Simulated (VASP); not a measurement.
```
CELL_PARAMETERS angstrom
      7.14656     0.00000     0.00000
      0.00000     7.14656     0.00000
      0.00000     0.00000     7.14656
ATOMIC_POSITIONS crystal
  C  0.50000 0.00000 0.00000
  C  0.62500 0.12500 0.12500
  C  0.75000 0.25000 0.00000
  C  0.87500 0.37500 0.12500
  C  0.75000 0.00000 0.25000
  C  0.87500 0.12500 0.37500
  C  0.00000 0.00000 0.00000
  C  0.12500 0.12500 0.12500
  C  0.25000 0.25000 0.00000
  C  0.37883 0.37568 0.12021
  C  0.50000 0.50000 0.00000
  C  0.62804 0.61821 0.12518
  C  0.75000 0.75000 0.00000
  C  0.87500 0.87500 0.12500
  C  0.25000 0.00000 0.25000
  C  0.37977 0.12648 0.37437
  C  0.50284 0.25689 0.25192
  C  0.61825 0.36995 0.37704
  C  0.74306 0.49400 0.25096
  C  0.87737 0.62987 0.37156
  C  0.50000 0.00000 0.50000
  C  0.63193 0.11939 0.62916
  C  0.74404 0.24695 0.49419
  C  0.88074 0.37812 0.62899
  C  0.75000 0.00000 0.75000
  C  0.87500 0.12500 0.87500
  C  0.00000 0.50000 0.00000
  C  0.12500 0.62500 0.12500
  C  0.25000 0.75000 0.00000
  C  0.37500 0.87500 0.12500
  C  0.00000 0.25000 0.25000
  C  0.12594 0.37515 0.37509
  C  0.24943 0.50061 0.25107
  C  0.36849 0.62077 0.37168
  C  0.50209 0.75670 0.25303
  C  0.62767 0.87469 0.37694
  C  0.00000 0.00000 0.50000
  C  0.12500 0.12500 0.62500
  C  0.24331 0.24455 0.49643
  C  0.37997 0.36814 0.61974
  C  0.62900 0.62082 0.62419
  C  0.75455 0.74935 0.50148
  C  0.87500 0.87500 0.62500
  C  0.25000 0.00000 0.75000
  C  0.37500 0.12500 0.87500
  C  0.50564 0.25027 0.75613
  C  0.62480 0.37055 0.87043
  C  0.74728 0.49633 0.74862
  C  0.87500 0.62500 0.87500
  C  0.00000 0.75000 0.25000
  C  0.12500 0.87500 0.37500
  C  0.00000 0.50000 0.50000
  C  0.11823 0.63087 0.62143
  C  0.24605 0.74825 0.49908
  C  0.37062 0.87265 0.62868
  C  0.00000 0.25000 0.75000
  C  0.12500 0.37500 0.87500
  C  0.24367 0.49710 0.74365
  C  0.38080 0.62549 0.87530
  C  0.50527 0.75571 0.74933
  C  0.62500 0.87500 0.87500
  C  0.00000 0.75000 0.75000
  C  0.12500 0.87500 0.87500
  Si 0.49707 0.50056 0.49459
```

Level of theory: PBE GGA, VASP's PBE PAW potentials (set 64) (plane waves; VASP 6.6.1). Settings: PREC = Normal, LREAL = Auto, ISYM = 0, EDIFF = 1E-5, 400 eV cut-off, 1×1×1 Γ-centred mesh, Gaussian smearing of 0.050 eV, potentials C Si.

The supercell is sampled at Γ alone, which is coarse: total energies, pressure and levels can be off, energies of defects by several tenths of an eV.

### Question
The ions are relaxed. Give the cell that the relaxation ends in.

### Answer

```
CELL_PARAMETERS angstrom
      7.14656     0.00000     0.00000
      0.00000     7.14656     0.00000
      0.00000     0.00000     7.14656
ATOMIC_POSITIONS crystal
  C  0.50013 0.99957 0.99970
  C  0.62466 0.12227 0.12237
  C  0.75040 0.24926 0.99917
  C  0.87741 0.37502 0.12234
  C  0.75035 0.99908 0.24943
  C  0.87736 0.12230 0.37518
  C  0.00014 0.99954 0.99964
  C  0.12518 0.12473 0.12484
  C  0.24976 0.24928 0.00024
  C  0.37509 0.37464 0.12404
  C  0.50008 0.49955 0.99971
  C  0.62504 0.62455 0.12405
  C  0.75039 0.74990 0.00024
  C  0.87494 0.87448 0.12485
  C  0.24974 0.00014 0.24940
  C  0.37514 0.12395 0.37472
  C  0.50191 0.24546 0.24550
  C  0.63973 0.35993 0.35995
  C  0.75424 0.49780 0.24551
  C  0.87575 0.62459 0.37473
  C  0.50008 0.99957 0.49968
  C  0.62502 0.12395 0.62469
  C  0.75418 0.24549 0.49787
  C  0.87571 0.37469 0.62467
  C  0.75040 0.00012 0.75002
  C  0.87497 0.12469 0.87458
  C  0.00009 0.49957 0.99964
  C  0.12271 0.62421 0.12234
  C  0.24976 0.74990 0.99911
  C  0.37547 0.87693 0.12236
  C  0.00059 0.24930 0.24940
  C  0.12442 0.37468 0.37472
  C  0.24587 0.50145 0.24552
  C  0.36030 0.63925 0.35996
  C  0.49822 0.75373 0.24554
  C  0.62499 0.87523 0.37475
  C  0.00008 0.99960 0.49971
  C  0.12275 0.12228 0.62424
  C  0.24593 0.24548 0.50150
  C  0.36042 0.35987 0.63941
  C  0.63976 0.63928 0.63941
  C  0.75422 0.75372 0.50156
  C  0.87741 0.87691 0.62428
  C  0.24982 0.99907 0.74998
  C  0.37552 0.12225 0.87706
  C  0.49827 0.24543 0.75392
  C  0.62504 0.37462 0.87536
  C  0.75421 0.50143 0.75386
  C  0.87741 0.62421 0.87701
  C  0.99952 0.74990 0.24939
  C  0.12272 0.87696 0.37511
  C  0.00008 0.49957 0.49970
  C  0.12442 0.62458 0.62464
  C  0.24590 0.75377 0.49785
  C  0.37511 0.87524 0.62465
  C  0.99954 0.24927 0.74997
  C  0.12275 0.37500 0.87702
  C  0.24594 0.49774 0.75386
  C  0.37515 0.62453 0.87537
  C  0.50192 0.75375 0.75387
  C  0.62468 0.87692 0.87704
  C  0.00067 0.74988 0.74999
  C  0.12524 0.87447 0.87452
  Si 0.50008 0.49963 0.49967
```

### Question
How much energy does the relaxation gain?

### Answer
The energy (σ→0) changes by -93.8 meV/atom, in 15 ionic steps.

The cell is a supercell with a defect, built from C (diamond): Si_C. The run is not spin-polarised, so no state with unpaired spins was tried.
